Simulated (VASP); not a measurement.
# ZrSi (relaxed from the WC structure, space group P-6m2): computed properties

Level of theory: PBEsol GGA, VASP's PBE PAW potentials (set 64) (plane waves; VASP).

```yaml
space_group: P-6m2 (187)
cell: a = b = 3.0757 Å, c = 4.4011 Å, α = β = 90.00°, γ = 120.00°
volume_per_atom: 18.03 Å^3/atom
band gap (over mesh and band path): none (metal, semimetal or under 0.01 eV)
density: 5.49 g/cm³
```

```
ZrSi
1.0
    3.07568     0.00000     0.00000
   -1.53784     2.66361     0.00000
    0.00000     0.00000     4.40112
Zr Si
1 1
Direct
  0.00000   0.00000   0.00000
  0.66667   0.33333   0.50000
```

The structure was generated: ZrSi was put into the WC type (P-6m2), which need not be its known phase. It was relaxed first, which changed the volume by -11 %. Symmetry was kept, so distortions that lower it aren't found.
